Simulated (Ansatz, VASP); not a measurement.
# In in two plane-wave programs

One calculation is typed for both programs; each brings its own data sets. How far apart do they land? The structure shown is frame 100 of Ansatz's trajectory.

Program: Ansatz 0.2.0. Level of theory: plane waves, with VASP 6.6.1 beside it; single point at PBE. Results are calculated unless marked as measured.

## (1) The starting structure

The cell holds 48 atoms: 48 In. Its edges and angles: a = 10.940 Å, b = 10.940 Å, c = 10.940 Å, α = 90.0°, β = 90.0°, γ = 90.0°. As first built, before any earlier steps moved the atoms (in the runner's words): 48 atoms (48 In) placed at random at 6.99 g/cm^3 and pushed apart to contact distance.

## (2) Ansatz: dynamics, PBE

Ansatz runs on its default PAW (the set named soft_2) files.

One frame of this run of dynamics is then solved in both programs, so the motion causes no difference.

File input.yaml:

```yaml
crystal:
  lattice:
    - [10.9398, 0.0, 0.0]
    - [0.0, 10.9398, 0.0]
    - [0.0, 0.0, 10.9398]
  atoms:
    - { symbol: In, position: [0.49532, 0.96222, 0.13701] }
    - { symbol: In, position: [0.87955, 0.36797, 0.37727] }
    - { symbol: In, position: [0.71272, 0.45266, 0.58464] }
    - { symbol: In, position: [0.10753, 0.83476, 0.46925] }
    - { symbol: In, position: [0.3722, 0.84025, 0.33686] }
    - { symbol: In, position: [0.42649, 0.11366, 0.38037] }
    - { symbol: In, position: [0.26886, 0.27229, 0.7928] }
    - { symbol: In, position: [0.25566, 0.44375, 0.98728] }
    - { symbol: In, position: [0.9057, 0.67556, 0.52681] }
    - { symbol: In, position: [0.29805, 0.19089, 0.03758] }
    - { symbol: In, position: [0.54034, 0.122, 0.6375] }
    - { symbol: In, position: [0.77968, 0.73777, 0.98113] }
    - { symbol: In, position: [0.10609, 0.51547, 0.48527] }
    - { symbol: In, position: [0.07583, 0.57136, 0.82] }
    - { symbol: In, position: [0.52559, 0.26203, 0.86611] }
    - { symbol: In, position: [0.4838, 0.46259, 0.70665] }
    - { symbol: In, position: [0.20451, 0.83061, 0.71003] }
    - { symbol: In, position: [0.76598, 0.25158, 0.76794] }
    - { symbol: In, position: [0.17662, 0.01254, 0.89315] }
    - { symbol: In, position: [0.86744, 0.89211, 0.38885] }
    - { symbol: In, position: [0.29242, 0.05168, 0.60613] }
    - { symbol: In, position: [0.69079, 0.80979, 0.21417] }
    - { symbol: In, position: [0.32792, 0.63321, 0.82491] }
    - { symbol: In, position: [0.92163, 0.08584, 0.55344] }
    - { symbol: In, position: [0.95491, 0.40292, 0.66379] }
    - { symbol: In, position: [0.02696, 0.69122, 0.04503] }
    - { symbol: In, position: [0.7868, 0.88906, 0.65588] }
    - { symbol: In, position: [0.24714, 0.82698, 0.10248] }
    - { symbol: In, position: [0.84073, 0.02752, 0.8809] }
    - { symbol: In, position: [0.1811, 0.39738, 0.26658] }
    - { symbol: In, position: [0.62657, 0.27522, 0.41586] }
    - { symbol: In, position: [0.09932, 0.25629, 0.47119] }
    - { symbol: In, position: [0.14236, 0.66487, 0.27608] }
    - { symbol: In, position: [0.67424, 0.64325, 0.41263] }
    - { symbol: In, position: [0.82474, 0.60444, 0.76299] }
    - { symbol: In, position: [0.3664, 0.60132, 0.16136] }
    - { symbol: In, position: [0.95114, 0.23126, 0.16851] }
    - { symbol: In, position: [0.01941, 0.20564, 0.81971] }
    - { symbol: In, position: [0.69343, 0.05786, 0.29066] }
    - { symbol: In, position: [0.43385, 0.65664, 0.50972] }
    - { symbol: In, position: [0.54803, 0.82967, 0.7387] }
    - { symbol: In, position: [0.44151, 0.4473, 0.35637] }
    - { symbol: In, position: [0.17511, 0.12935, 0.25779] }
    - { symbol: In, position: [0.34434, 0.29878, 0.54583] }
    - { symbol: In, position: [0.97086, 0.8109, 0.82145] }
    - { symbol: In, position: [0.63845, 0.50086, 0.92105] }
    - { symbol: In, position: [0.68118, 0.46744, 0.17493] }
    - { symbol: In, position: [0.52712, 0.21913, 0.15643] }
kpoints:
  mp_grid: { grid: [1, 1, 1] }
hamiltonian:
  xc: pbe
scf:
  occupations: { method: fermi_dirac, width: 0.05 }
output:
  forces: true
  stress: true
basis:
  ecutwfc: "520 eV"
md:
  timestep: 5.0
  n_steps: 300
  ensemble: nvt_nose_hoover
  temperature: 973
  initial_velocities: maxwell_boltzmann
  seed: 6
  temperature_schedule:
    - { n_steps: 37, end_temperature: 973 }
    - { n_steps: 37, end_temperature: 473 }
```

Launch:

```bash
ansatz run input.yaml --threads 8 --pin off --max-ram 15360MiB --backend cpu --events-out ev --progress --plain --runs-dir out
```

Numbers of over 12 decimals in the logs are rounded to 6 here.

What it wrote:

```text
Warning: md: disabling space-group detection — thermal motion breaks the input geometry's symmetry, so no spatial operation reduces the k-mesh or symmetrises the density; time reversal is kept, so that k and −k are solved as one point where they differ and the mesh holds both, and exact exchange and, on two spinor components, a DFT+U term hold to it where the run has them: on two components no moment then forms, and  [...]
Warning: output.stress: scf.convergence.dr2_threshold = 4.8e-8 eV (the default of an md: trajectory) is looser than the 4.8e-9 eV advised for a printed stress (1e-10 eV for each atom of the cell: 48). What an SCF threshold leaves in a stress goes as its square root, and in the free energy as the threshold itself, and one threshold admits the most on a small cell: [figures from the program's tests cut] Set scf.converg [...]
Engine: ansatz 0.2.0, aarch64-unknown-linux-gnu
Pseudopotentials: kind: paw
Pseudopotential: In, paw, valence charge 13, recommended cutoff 420 eV (normal), In.paw.azcp
Functional definition: PBE
  parameter kappa = 0.804
  parameter beta = 0.066725
  exchange = pbe_x(kappa = kappa, mu = beta*pi^2/3)
  correlation = pbe_c(beta = beta)
Crystal: 48 atoms, lattice volume = 1309.267 Å³
Basis set: ecut = 520 eV, 35273 PW (Γ), exchange–correlation on 180×180×180 points (8 copies of the dense FFT grid, shifted against one another)
Bands: 375, of which v1, the nominal top of the filled ones, is band 312 counted from 1 (311 counted from 0)
Symmetry: 1 space group operations
k-points: 1
Non-local potential: In, projectors of the file, l = 0: 2, l = 1: 2, l = 2: 2, l = 3: 2
PAW form: soft (Blöchl's): semilocal exchange-correlation on the pseudo side does not see the compensation charge
PAW one-centre angular grid: In, 590 points (default); XC on 64 Gauss nodes
Initial density: superposition of atomic densities (neutral atoms: chi_scale 0, normalization atom), corrected by the library's trained network
Initial wavefunctions: pseudopotential atomic-orbital guess
Functional: x = pbe(κ = 0.804, μ = 0.219515), c = pbe(β = 0.066725)
SCF iter   1: F=—  HF=-268686.898477 eV  |F-HF|=—  |Δ(HF+E_count)|=         —  Δρ=3.47e-3  dr2=6.96e-1  ethr=1.77e-3  ⟨swp⟩=6.0  Hψ=1336  notcnv=0  defer=6
preconditioner: auto → LDOS  [metal: Δε(μ)=0.062 eV  Ē_g=15.026 eV  σ=0.050 eV  W_gap=0.30  n_scr=304 (ndim 8)  ℏωp=25.6 eV  f_vac=0.039  D(μ)=23.18/eV (n_scr^D=122)  β→1.0]
SCF iter   2: F=—  HF=-268686.803026 eV  |F-HF|=—  |Δ(HF+E_count)|=   9.55e-2  Δρ=2.26e-3  dr2=1.38e-1  ethr=1.12e-4  ⟨swp⟩=4.0  Hψ=761  notcnv=0  defer=48
SCF iter   3: F=—  HF=-268686.789709 eV  |F-HF|=—  |Δ(HF+E_count)|=   1.33e-2  Δρ=1.35e-3  dr2=6.11e-2  ethr=2.21e-5  ⟨swp⟩=2.0  Hψ=654  notcnv=0  defer=48
SCF iter   4: F=—  HF=-268686.778080 eV  |F-HF|=—  |Δ(HF+E_count)|=   1.16e-2  Δρ=4.61e-4  dr2=1.04e-2  ethr=9.79e-6  ⟨swp⟩=3.0  Hψ=696  notcnv=0  defer=48
SCF iter   5: F=—  HF=-268686.776566 eV  |F-HF|=—  |Δ(HF+E_count)|=   1.51e-3  Δρ=1.94e-4  dr2=1.60e-3  ethr=1.66e-6  ⟨swp⟩=3.0  Hψ=786  notcnv=0  defer=48
SCF iter   6: F=—  HF=-268686.776299 eV  |F-HF|=—  |Δ(HF+E_count)|=   2.68e-4  Δρ=5.17e-5  dr2=1.14e-4  ethr=2.56e-7  ⟨swp⟩=2.0  Hψ=624  notcnv=0  defer=48
SCF iter   7: F=—  HF=-268686.776296 eV  |F-HF|=—  |Δ(HF+E_count)|=   2.30e-6  Δρ=2.13e-5  dr2=1.37e-5  ethr=1.83e-8  ⟨swp⟩=3.0  Hψ=711  notcnv=0  defer=48
SCF iter   8: F=—  HF=-268686.777638 eV  |F-HF|=—  |Δ(HF+E_count)|=   1.34e-3  Δρ=8.65e-6  dr2=2.20e-6  ethr=2.20e-9  ⟨swp⟩=2.0  Hψ=688  notcnv=0  defer=48
SCF iter   9: F=—  HF=-268686.777638 eV  |F-HF|=—  |Δ(HF+E_count)|=   2.34e-7  Δρ=2.82e-6  dr2=2.36e-7  ethr=3.53e-10  ⟨swp⟩=2.0  Hψ=641  notcnv=0  defer=48
SCF iter  10: F=—  HF=-268686.777638 eV  |F-HF|=—  |Δ(HF+E_count)|=   6.07e-8  Δρ=1.55e-6  dr2=6.03e-8  ethr=7.69e-12  ⟨swp⟩=4.0  Hψ=1080  notcnv=0
SCF iter  11: F=-268686.777638 eV  HF=-268686.777638 eV  |F-HF|=1.98e-9  |Δ(HF+E_count)|=   5.76e-9  Δρ=5.47e-7  dr2=9.11e-9  ethr=7.69e-12  ⟨swp⟩=4.0  Hψ=1061  notcnv=0
[...]
md step   280: t =  1400.00 fs  T =   523.0 K (target 473.0 K)  F+E_penalty+E_count = -268700.67029347 eV  E_kin = 3.177366 eV  conserved = -268680.88496185 eV  P_inst = 3.9457 GPa  (7 SCF iters)
md step   281: t =  1405.00 fs  T =   526.6 K (target 473.0 K)  F+E_penalty+E_count = -268700.74364358 eV  E_kin = 3.199003 eV  conserved = -268680.88519250 eV  P_inst = 3.9218 GPa  (4 SCF iters)
md step   282: t =  1410.00 fs  T =   530.9 K (target 473.0 K)  F+E_penalty+E_count = -268700.82099667 eV  E_kin = 3.225622 eV  conserved = -268680.88546813 eV  P_inst = 3.8973 GPa  (3 SCF iters)
md step   283: t =  1415.00 fs  T =   535.5 K (target 473.0 K)  F+E_penalty+E_count = -268700.89851162 eV  E_kin = 3.253352 eV  conserved = -268680.88577196 eV  P_inst = 3.8732 GPa  (3 SCF iters)
md step   284: t =  1420.00 fs  T =   539.6 K (target 473.0 K)  F+E_penalty+E_count = -268700.97196499 eV  E_kin = 3.277953 eV  conserved = -268680.88608163 eV  P_inst = 3.8506 GPa  (3 SCF iters)
md step   285: t =  1425.00 fs  T =   542.4 K (target 473.0 K)  F+E_penalty+E_count = -268701.03710031 eV  E_kin = 3.295197 eV  conserved = -268680.88637308 eV  P_inst = 3.8302 GPa  (3 SCF iters)
md step   286: t =  1430.00 fs  T =   543.4 K (target 473.0 K)  F+E_penalty+E_count = -268701.09000815 eV  E_kin = 3.301257 eV  conserved = -268680.88662284 eV  P_inst = 3.8132 GPa  (3 SCF iters)
md step   287: t =  1435.00 fs  T =   542.1 K (target 473.0 K)  F+E_penalty+E_count = -268701.12749631 eV  E_kin = 3.293091 eV  conserved = -268680.88680938 eV  P_inst = 3.8002 GPa  (3 SCF iters)
md step   288: t =  1440.00 fs  T =   538.0 K (target 473.0 K)  F+E_penalty+E_count = -268701.14740623 eV  E_kin = 3.268758 eV  conserved = -268680.88691730 eV  P_inst = 3.7916 GPa  (3 SCF iters)
md step   289: t =  1445.00 fs  T =   531.3 K (target 473.0 K)  F+E_penalty+E_count = -268701.14883744 eV  E_kin = 3.227628 eV  conserved = -268680.88693886 eV  P_inst = 3.7878 GPa  (3 SCF iters)
md step   290: t =  1450.00 fs  T =   521.9 K (target 473.0 K)  F+E_penalty+E_count = -268701.13225464 eV  E_kin = 3.170465 eV  conserved = -268680.88687425 eV  P_inst = 3.7885 GPa  (7 SCF iters)
md step   291: t =  1455.00 fs  T =   510.2 K (target 473.0 K)  F+E_penalty+E_count = -268701.09946654 eV  E_kin = 3.099386 eV  conserved = -268680.88673069 eV  P_inst = 3.7935 GPa  (4 SCF iters)
md step   292: t =  1460.00 fs  T =   496.7 K (target 473.0 K)  F+E_penalty+E_count = -268701.05348222 eV  E_kin = 3.017677 eV  conserved = -268680.88652261 eV  P_inst = 3.8020 GPa  (3 SCF iters)
md step   293: t =  1465.00 fs  T =   482.2 K (target 473.0 K)  F+E_penalty+E_count = -268700.99826317 eV  E_kin = 2.929519 eV  conserved = -268680.88627023 eV  P_inst = 3.8130 GPa  (3 SCF iters)
md step   294: t =  1470.00 fs  T =   467.4 K (target 473.0 K)  F+E_penalty+E_count = -268700.93839754 eV  E_kin = 2.839646 eV  conserved = -268680.88599597 eV  P_inst = 3.8255 GPa  (3 SCF iters)
md step   295: t =  1475.00 fs  T =   453.1 K (target 473.0 K)  F+E_penalty+E_count = -268700.87872905 eV  E_kin = 2.752959 eV  conserved = -268680.88572425 eV  P_inst = 3.8382 GPa  (3 SCF iters)
md step   296: t =  1480.00 fs  T =   440.2 K (target 473.0 K)  F+E_penalty+E_count = -268700.82397530 eV  E_kin = 2.674144 eV  conserved = -268680.88547891 eV  P_inst = 3.8501 GPa  (3 SCF iters)
md step   297: t =  1485.00 fs  T =   429.2 K (target 473.0 K)  F+E_penalty+E_count = -268700.77836735 eV  E_kin = 2.607333 eV  conserved = -268680.88527994 eV  P_inst = 3.8600 GPa  (3 SCF iters)
md step   298: t =  1490.00 fs  T =   420.7 K (target 473.0 K)  F+E_penalty+E_count = -268700.74534281 eV  E_kin = 2.555806 eV  conserved = -268680.88514187 eV  P_inst = 3.8671 GPa  (3 SCF iters)
md step   299: t =  1495.00 fs  T =   415.1 K (target 473.0 K)  F+E_penalty+E_count = -268700.72731837 eV  E_kin = 2.521788 eV  conserved = -268680.88507370 eV  P_inst = 3.8705 GPa  (3 SCF iters)
[...]
md step   300: t =  1500.00 fs  T =   412.6 K (target 473.0 K)  F+E_penalty+E_count = -268700.72556068 eV  E_kin = 2.506335 eV  conserved = -268680.88507825 eV  P_inst = 3.8700 GPa  (7 SCF iters)
SCF converged after 7 iterations
Free energy (F): -268700.725561 eV
Harris-Foulkes:  -268700.725561 eV  (|F-HF|=5.41e-9)
Internal energy: -268700.630662 eV  (E = F + TS)
E sigma→0 (E₀):  -268700.678111 eV
Entropy (-TS):   -0.094899 eV (-1.977 meV/atom)
Fermi energy:    9.170211 eV
--- Per-component energies (eV) ---
  E_band       = -1549.623569
  E_kinetic    = 11622.366551
  E_local      = -59105.535977  (includes V_loc(G=0)·N_el)
  E_nonlocal   = 17563.383953
  E_hartree    = 23776.567682
  E_xc         = -10381.599600
  E_vxc        = -4818.547953  (∫ρ·V_xc dr)
  E_paw        = -199310.144758  (= ΣΔE_a)
  E_vpaw       = -14364.426050  (= ΣTr[D̂ρ^β])
  E_aug_tail   = 0.000365  (compensation charges beyond the density's cutoff)
  E_ewald      = -52865.668878
  E_smearing   = -0.094899  (= −TS)
  E_closure    = -0.000000  (closes the sum)
  Σ components = -268700.725561   (vs F -268700.725561, Δ=0.00e0)
--- Forces (eV/Å), atoms counted from 1 ---
  atom   1  In     0.51214362    -0.28338525    -0.14504173
  atom   2  In    -0.06363422     0.09657599    -0.04735473
  atom   3  In     0.33813994     0.56958138     0.32810212
  atom   4  In    -0.41525336     0.50568338     0.24333356
  atom   5  In    -0.69801645    -0.27870699     0.06970972
  atom   6  In    -0.21185940     0.32686480     0.53350105
  atom   7  In    -0.14420571    -0.17555547     0.42396086
  atom   8  In     0.31732444     0.20431824     0.41848003
  atom   9  In    -0.09536101     0.49362443    -0.36440047
  atom  10  In     0.16836004    -0.49473789    -0.08120975
  atom  11  In     0.13699912    -0.07591134    -0.58497038
  atom  12  In     0.42378238     0.63624634    -0.07473482
  atom  13  In     0.59026356     0.30106460    -0.21262599
  atom  14  In     0.03147701     0.27271513    -0.14487333
  atom  15  In    -0.22137508     0.46599837    -0.07521339
  atom  16  In    -0.14387681    -0.23140039     0.13325653
  atom  17  In     0.02981605    -0.77388332     0.06160358
  atom  18  In    -0.18413521     0.53349035     0.33222623
  atom  19  In    -0.03397139     0.50446172     0.47037479
  atom  20  In    -0.13810519     0.27888302     0.17658263
  atom  21  In    -0.46786412    -0.11499803     0.58776349
  atom  22  In     0.21658425    -0.43396625    -0.74481401
  atom  23  In     0.06921052     0.39210575    -0.24150157
  atom  24  In    -0.02223983    -0.47233151     0.34356026
[...]
atom  41  In    -0.01397877    -0.17169782     0.53649128
  atom  42  In    -0.45628513    -0.06668907    -0.63998096
  atom  43  In    -0.00424436     0.43277964     0.00575024
  atom  44  In     0.14226352     0.30609098    -0.30033813
  atom  45  In     0.34196909    -0.64875071    -0.19624777
  atom  46  In    -0.04186060    -0.47008714     0.32722176
  atom  47  In    -0.29665240    -0.62575697    -0.78147540
  atom  48  In    -0.90188922     0.71533251    -0.01427323
  max |Σ_I F_I| component: 2.52e-5 eV/Å
--- Stress (GPa, compression-positive) ---
        3.100011      -0.242956       0.442882
       -0.242956       3.577362       0.151813
        0.442882       0.151813       4.306136
  P = ⅓ Tr σ = 3.6612 GPa (36.612 kbar)
--- MD trajectory: 300 steps, t = 0.0 → 1500.0 fs ---
  final state: T = 412.6 K   F+E_penalty+E_count = -268700.72556068 eV   E_kin = 2.506335 eV
  conserved energy: peak-to-peak 2.049e-2 eV (4.269e-4 eV/atom) over 1500.0 fs
```

(Continued in part 2 of 2.)

[Lines on the potential files, build, host, timing and source positions are cut from VASP's logs without a mark.]

[Logs are printed without paths, hosts, clocks, repeated set-up lines and the standing remarks that a program may print on its own settings, such as how far it seeks lower states.]

[Hosts, paths, dates, database ids (printed as entryN), source tags and the programs' standing remarks are cut or masked in the printed files.]
